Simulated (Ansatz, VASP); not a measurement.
# Cross-check of Sb (Antimony) between VASP and Ansatz

Aim: how closely do two programs agree when they are given the same cell, functional and k mesh? The cell is taken from a series of runs on this material, whose earlier steps may have relaxed, scaled, displaced or heated it; both programs get it as it stands.

Program: Ansatz 0.2.0. Level of theory: plane waves, with VASP 6.6.1 beside it; single point at PBE with D3(BJ). Results are calculated unless marked as measured.

### 1. The starting structure

The structure is trigonal, space group R-3m (No. 166). Conventional cell: a = 4.308 Å, b = 4.308 Å, c = 11.274 Å, α = 90.00°, β = 90.00°, γ = 120.00°. Nearest to Sb lie 3 Sb at 2.91 Å.

Structure file:

```
Sb
1.0
     2.15420    1.24373    3.75800
    -2.15420    1.24373    3.75800
     0.00000   -2.48746    3.75800
Sb
2
Cartesian
  0.0000 0.0000 2.6324
  0.0000 0.0000 8.6416
```

### 2. VASP: single point, PBE with D3(BJ)

With cell and atoms fixed, the geometry can't cause a difference; cores, projectors, grids and the points listed under the comparison can.

Lines of VASP's logs that name or quote its potential files are left out, and so is its time.

File INCAR:

```
SYSTEM = Sb
PREC = Accurate
ENCUT = 500
EDIFF = 1E-06
NELM = 120
ISMEAR = 0
SIGMA = 0.1
LREAL = .FALSE.
ALGO = Normal
GGA = PE
IVDW = 12
NBANDS = 11
LORBIT = 11
LWAVE = .FALSE.
LCHARG = .FALSE.
ISIF = 2
LASPH = .TRUE.
GGA_COMPAT = .FALSE.
```

File POSCAR:

```
Sb
1.0
    2.1542000000      1.2437279499      3.7580000000
   -2.1542000000      1.2437279499      3.7580000000
    0.0000000000     -2.4874558998      3.7580000000
Sb
2
Direct
    0.2334900000      0.2334900000      0.2334900000
    0.7665100000      0.7665100000      0.7665100000
```

File KPOINTS:

```
Automatic mesh
0
Gamma
6 6 6
0 0 0
```

Potentials, in the order of the species: Sb (PBE family, release 64).

The run is started by

```
$ mpirun -np 1 vasp_std
```

Numbers of over 12 decimals in the logs are rounded to 6 here.

What it wrote:

```text
[banner, memory and clock lines left out]
running    1 mpi-ranks, on    1 nodes
 distrk:  each k-point on    1 cores,    1 groups
 distr:  one band on    1 cores,    1 groups

 POSCAR found type information on POSCAR Sb
 POSCAR found :  1 types and       2 ions
 LDA part: xc-table for (Slater+PW92), standard interpolation
 POSCAR, INCAR and KPOINTS ok, starting setup
 FFT: planning ... GRIDC
 FFT: planning ... GRID_SOFT
 FFT: planning ... GRID
 WAVECAR not read
 entering main loop
       N       E                     dE             d eps       ncg     rms          rms(c)
DAV:   1     0.340520842123E+02    0.34052E+02   -0.34612E+03   704   0.690E+02
DAV:   2    -0.639566142505E+01   -0.40448E+02   -0.38841E+02   950   0.109E+02
DAV:   3    -0.825303993867E+01   -0.18574E+01   -0.18410E+01   864   0.266E+01
DAV:   4    -0.827066021211E+01   -0.17620E-01   -0.17618E-01   809   0.300E+00
DAV:   5    -0.827085453869E+01   -0.19433E-03   -0.19433E-03   821   0.363E-01    0.302E+00
DAV:   6    -0.826951938622E+01    0.13352E-02   -0.22265E-03   791   0.348E-01    0.182E+00
DAV:   7    -0.826886597453E+01    0.65341E-03   -0.57310E-03   788   0.540E-01    0.769E-02
DAV:   8    -0.826899293441E+01   -0.12696E-03   -0.15095E-04   793   0.834E-02    0.179E-02
DAV:   9    -0.826901399651E+01   -0.21062E-04   -0.24363E-05   779   0.320E-02    0.398E-03
DAV:  10    -0.826901555542E+01   -0.15589E-05   -0.18103E-06   784   0.826E-03    0.983E-04
DAV:  11    -0.826901577292E+01   -0.21750E-06   -0.85649E-08   427   0.196E-03
   1 F= -.92140896E+01 E0= -.92131149E+01  d E =-.194952E-02
```

OUTCAR, selected parts (step 2):

```text
ion  position               nearest neighbor table
   1  0.233  0.233  0.233-   2 2.91   2 2.91   2 2.91   2 3.35   2 3.35   2 3.35
   2  0.767  0.767  0.767-   1 2.91   1 2.91   1 2.91   1 3.35   1 3.35   1 3.35

  LATTYP: Found a trigonal (rhomboedric) cell.
 ALAT       =     4.5066618304
 COS(alpha) =     0.5430253624

 Subroutine GETGRP returns: Found 12 space group operations
 (whereof 12 operations were pure point group operations)

The static configuration has the point symmetry D_3d.

 Found     32 irreducible k-points:

   k-points           NKPTS =     32   k-points in BZ     NKDIM =     32   number of bands    NBANDS=     11

   dimension x,y,z NGX =    36 NGY =   36 NGZ =   36
   dimension x,y,z NGXF=    72 NGYF=   72 NGZF=   72

   ENCUT  =  500.0 eV  36.75 Ry    6.06 a.u.   8.22  8.22  8.22*2*pi/ulx,y,z

   NELECT =      10.0000    total number of electrons

 k-points in reciprocal lattice and weights: Automatic mesh
   0.00000000  0.00000000  0.00000000       0.005
   0.16666667 -0.00000000 -0.00000000       0.028
   0.33333333 -0.00000000 -0.00000000       0.028
   0.50000000 -0.00000000  0.00000000       0.014
   0.16666667  0.16666667 -0.00000000       0.028
   0.33333333  0.16666667  0.00000000       0.056
   0.50000000  0.16666667 -0.00000000       0.056
  -0.33333333  0.16666667  0.00000000       0.056
  -0.16666667  0.16666667  0.00000000       0.028
[...]
-0.33333333  0.50000000  0.33333333       0.028
   0.50000000  0.50000000  0.50000000       0.005

 average (electrostatic) potential at core
       1 -85.8623       2 -85.8623

 E-fermi :   7.3401

 k-point     1 :       0.0000    0.0000    0.0000
  band No.  band energies     occupation
      1      -5.4367      2.00000
      2       2.4900      2.00000
      3       5.2189      2.00000
      4       5.4861      2.00000
      5       5.4861      2.00000
      6       9.3541      0.00000
      7       9.9831      0.00000
      8       9.9831      0.00000
      9      12.3674      0.00000
     10      12.3674      0.00000
    ...

 k-point     2 :       0.1667   -0.0000   -0.0000
  band No.  band energies     occupation
      1      -5.1307      2.00000
      2       1.3072      2.00000
      3       5.2607      2.00000
      4       5.4206      2.00000
      5       5.9195      2.00000
      6       9.0725      0.00000
      7       9.2802      0.00000
      8       9.3206      0.00000
      9      11.8180      0.00000
     10      12.3219      0.00000
    ...

 k-point     3 :       0.3333   -0.0000   -0.0000
  band No.  band energies     occupation
      1      -4.2313      2.00000
      2      -0.7450      2.00000
      3       5.3359      2.00000
      4       5.3466      2.00000
      5       6.4594      2.00000
      6       7.9745      0.00000
      7       8.0626      0.00000
      8       8.2469      0.00000
      9      12.9316      0.00000
     10      13.7103      0.00000
    ...

 Edisp (eV)   -0.94507

  Total       0.13785     0.13785    -0.01041     0.00000     0.00000     0.00000
  in kB       3.65583     3.65583    -0.27620     0.00000     0.00000     0.00000
  external pressure =        2.35 kB  Pullay stress =        0.00 kB

  energy-cutoff  :      500.00
  volume of cell :       60.41
      direct lattice vectors                 reciprocal lattice vectors
     2.154200000  1.243727950  3.758000000     0.232104726  0.134005726  0.088699663
    -2.154200000  1.243727950  3.758000000    -0.232104726  0.134005726  0.088699663
     0.000000000 -2.487455900  3.758000000     0.000000000 -0.268011452  0.088699663

 POSITION                                       TOTAL-FORCE (eV/Angst)
 -----------------------------------------------------------------------------------
      0.00000      0.00000      2.63237         0.000000      0.000000      0.109965
      0.00000      0.00000      8.64163         0.000000     -0.000000     -0.109965
 -----------------------------------------------------------------------------------
    total drift:                                0.000000     -0.000000     -0.000000

  FREE ENERGIE OF THE ION-ELECTRON SYSTEM (eV)
  ---------------------------------------------------
  free  energy   TOTEN  =        -9.2140896281 eV

  energy  without entropy=       -9.2121401057  energy(sigma->0) =       -9.21311487

 total charge
# of ion       s       p       d       tot
------------------------------------------
    1        1.216   1.150   0.036   2.401
    2        1.216   1.150   0.036   2.401
--------------------------------------------------
tot          2.431   2.299   0.072   4.803

[... 3 further parts left out ...]
```

The run ends at a pressure of 0.23 GPa, with forces up to 0.11 eV/Å.

### 3. Ansatz: single point, PBE with D3(BJ)

Ansatz runs on its default PAW (the set named soft_2) files.

The same cell, functional, mesh and smearing now go to Ansatz, which takes its cutoff from its data sets.

File input.yaml:

```yaml
crystal:
  lattice:
    - [2.1542, 1.2437279499, 3.758]
    - [-2.1542, 1.2437279499, 3.758]
    - [0.0, -2.4874558998, 3.758]
  atoms:
    - { symbol: Sb, position: [0.23349, 0.23349, 0.23349] }
    - { symbol: Sb, position: [0.76651, 0.76651, 0.76651] }
kpoints:
  mp_grid: { grid: [6, 6, 6] }
hamiltonian:
  xc: pbe
  dispersion: d3bj
scf:
  occupations: { method: gaussian, width: 0.1 }
output:
  forces: true
  stress: true
  eigenvalues: true
```

The run is started by

```
$ ansatz run input.yaml --threads 8 --pin off --max-ram 14336MiB --backend cpu --events-out ev --progress --plain --runs-dir out
```

What it wrote:

```text
Engine: ansatz 0.2.0, aarch64-unknown-linux-gnu
Pseudopotentials: kind: paw
Pseudopotential: Sb, paw, valence charge 15, recommended cutoff 420 eV (normal), Sb.paw.azcp
Functional definition: PBE
  parameter kappa = 0.804
  parameter beta = 0.066725
  exchange = pbe_x(kappa = kappa, mu = beta*pi^2/3)
  correlation = pbe_c(beta = beta)
Crystal: 2 atoms, lattice volume = 60.411 Å³
Basis set: ecut = 420 eV, 1195 PW (Γ), exchange–correlation on 64×64×64 points (8 copies of the dense FFT grid, shifted against one another)
Bands: 19, of which v1, the nominal top of the filled ones, is band 15 counted from 1 (14 counted from 0)
Symmetry: 12 space group operations
Space group: R-3m (ITA 166), of the structure as read, at distance tolerance 3.9e-5 Å
k-points: 32 of 216
Non-local potential: Sb, projectors of the file, l = 0: 2, l = 1: 2, l = 2: 2, l = 3: 2
PAW form: soft (Blöchl's): semilocal exchange-correlation on the pseudo side does not see the compensation charge
PAW one-centre angular grid: Sb, 590 points (default); XC on 64 Gauss nodes
Initial density: superposition of atomic densities (neutral atoms: chi_scale 0, normalization atom), corrected by the library's trained network
Initial wavefunctions: pseudopotential atomic-orbital guess
Functional: x = pbe(κ = 0.804, μ = 0.219515), c = pbe(β = 0.066725)
SCF iter   1: F=—  HF=-12969.918041 eV  |F-HF|=—  |Δ(HF+E_count)|=         —  Δρ=1.37e-3  dr2=8.96e-4  ethr=1.77e-3  ⟨swp⟩=5.9  Hψ=3061  notcnv=0
preconditioner: auto → none  [insulator: Δε(μ)=0.258 eV  Ē_g=8.684 eV  σ=0.100 eV  W_gap=0.56  n_scr=14 (ndim 8)  ℏωp=15.1 eV  f_vac=0.002  D(μ)=0.40/eV (n_scr^D=0)  ε∞_Penn≈4.0]
SCF iter   2: F=—  HF=-12969.916798 eV  |F-HF|=—  |Δ(HF+E_count)|=   1.24e-3  Δρ=7.11e-4  dr2=2.37e-4  ethr=2.99e-6  ⟨swp⟩=2.2  Hψ=1349  notcnv=0
SCF iter   3: F=—  HF=-12969.916856 eV  |F-HF|=—  |Δ(HF+E_count)|=   5.86e-5  Δρ=2.75e-4  dr2=3.19e-5  ethr=7.90e-7  ⟨swp⟩=3.0  Hψ=1099  notcnv=0
SCF iter   4: F=—  HF=-12969.916880 eV  |F-HF|=—  |Δ(HF+E_count)|=   2.38e-5  Δρ=7.36e-5  dr2=2.33e-6  ethr=1.06e-7  ⟨swp⟩=3.0  Hψ=1103  notcnv=0
SCF iter   5: F=—  HF=-12969.916879 eV  |F-HF|=—  |Δ(HF+E_count)|=   1.09e-6  Δρ=3.32e-5  dr2=5.87e-7  ethr=7.75e-9  ⟨swp⟩=2.0  Hψ=951  notcnv=0
SCF iter   6: F=-12969.916879 eV  HF=-12969.916879 eV  |F-HF|=2.43e-8  |Δ(HF+E_count)|=   1.65e-7  Δρ=6.15e-6  dr2=2.44e-8  ethr=3.33e-10  ⟨swp⟩=4.2  Hψ=3158  notcnv=0
SCF 1 converged in 6 iterations: F = -12969.916879 eV  dr2 = 2.44e-8
  greatest PAW one-centre occupation: 0.996 electrons in one spin orbital (limit 2), on the Sb atom at site 1 (counted from 0), in its partial waves of l = 2
SCF converged after 6 iterations
Free energy (F): -12969.916879 eV
Harris-Foulkes:  -12969.916879 eV  (|F-HF|=2.43e-8)
Internal energy: -12969.914898 eV  (E = F + TS)
E sigma→0 (E₀):  -12969.915888 eV
Entropy (-TS):   -0.001981 eV (-0.990 meV/atom)
Fermi energy:    10.142533 eV
--- Per-component energies (eV) ---
  E_band       = -338.481057
  E_kinetic    = 414.172104
  E_local      = -3194.284030  (includes V_loc(G=0)·N_el)
  E_nonlocal   = 724.331276
  E_hartree    = 1449.250829
  E_xc         = -277.073480
  E_vxc        = -192.733985  (∫ρ·V_xc dr)
  E_paw        = -9150.496203  (= ΣΔE_a)
  E_vpaw       = -988.476300  (= ΣTr[D̂ρ^β])
  E_aug_tail   = -0.000003  (compensation charges beyond the density's cutoff)
  E_ewald      = -2934.870052
  E_disp       = -0.945339  (pairwise vdW)
  E_smearing   = -0.001981  (= −TS)
  E_closure    = 0.000000  (closes the sum)
  Σ components = -12969.916879   (vs F -12969.916879, Δ=0.00e0)
--- Forces (eV/Å), atoms counted from 1 ---
  atom   1  Sb    -0.00000000    -0.00000000     0.06919335
  atom   2  Sb    -0.00000000     0.00000000    -0.06919335
  max |Σ_I F_I| component: 2.78e-17 eV/Å
--- Stress (GPa, compression-positive) ---
        0.282957       0.000000      -0.000000
       -0.000000       0.282957       0.000000
        0.000000       0.000000      -0.066962
  P = ⅓ Tr σ = 0.1663 GPa (1.663 kbar)
--- Band table (eV; the first three rows and the last of 32) ---
  k-point 0: bands = [... 11 lower, 5.2713, 8.0197, 8.2938, 8.2938, 12.1816, 12.7921, 12.7921, 15.2283]
  k-point 1: bands = [... 11 lower, 4.0994, 8.0637, 8.2299, 8.7173, 11.8874, 12.0830, 12.1221, 14.6619]
  k-point 2: bands = [... 11 lower, 2.0558, 8.1388, 8.1596, 9.2550, 10.7800, 10.8609, 11.0415, 15.7760]
  k-point 31: bands = [... 11 lower, 1.0900, 8.7803, 8.7803, 9.6400, 10.2182, 10.2182, 11.1865, 17.1200]
```

The column dr2 measures how far the density is from self-consistency, as an energy; F and HF (Harris–Foulkes) agree once it is small.

The run ends at a pressure of 0.17 GPa, with forces up to 0.069 eV/Å.

### 4. Differences

Known differences besides the potentials themselves: the data sets hold 30 valence electrons in Ansatz (on its default PAW (the set named soft_2) files) and 10 in VASP; the cutoff is 420 eV in Ansatz and 500 eV in VASP. Total energies have different zeros and are not compared.

The two programs side by side:

| quantity | Ansatz | VASP | difference |
| --- | --- | --- | --- |
| pressure (GPa) | 0.17 | 0.23 | -0.07 |

Forces (eV/Å; atoms numbered as in POSCAR):

| atom | Ansatz x, y, z | VASP x, y, z |
| --- | --- | --- |
| Sb1 | 0.000, 0.000, 0.069 | 0.000, 0.000, 0.110 |
| Sb2 | 0.000, 0.000, -0.069 | 0.000, 0.000, -0.110 |

The forces differ by 24 meV/Å r.m.s., which is 37.1 % of the r.m.s. force of 0.063 eV/Å (both taken over all components).

### 5. Other set-ups

Further runs change the set-up of one program: Ansatz's method, potentials or start, or VASP's data sets, cutoff or form of LDA. The table gives Ansatz less VASP for each quantity, since a change that brings one quantity closer may part another.

| run | r.m.s. force difference (meV/Å) | pressure (GPa) |
| --- | --- | --- |
| as above | 24 | -0.068 |
| VASP with the data sets Sb_d_GW | 1.5 | 0.023 |

### 6. What came out

| Item | Value |
| --- | --- |
| r.m.s. force difference (single point, PBE with D3(BJ)) | 24 meV/Å |

**Reading.** The r.m.s. force difference is 24 meV/Å (single point, PBE with D3(BJ)), beyond the 12 meV/Å picked in this series as the mark of a large difference. The data sets hold unlike numbers of valence electrons (30 in Ansatz and 10 in VASP), so part of the differences comes from the potentials. Single point, PBE with D3(BJ), VASP with the data sets Sb_d_GW: r.m.s. force difference goes from 24 to 1.5 meV/Å; the difference in pressure goes from -0.068 to 0.023 GPa. How closely two codes agree says nothing of how well the functional describes the real material.

[Lines on the potential files, build, host, timing and source positions are cut from VASP's logs without a mark.]

[Logs are printed without paths, hosts, clocks, repeated set-up lines and the standing remarks that a program may print on its own settings, such as how far it seeks lower states.]

[Hosts, paths, dates, database ids (printed as entryN), source tags and the programs' standing remarks are cut or masked in the printed files.]
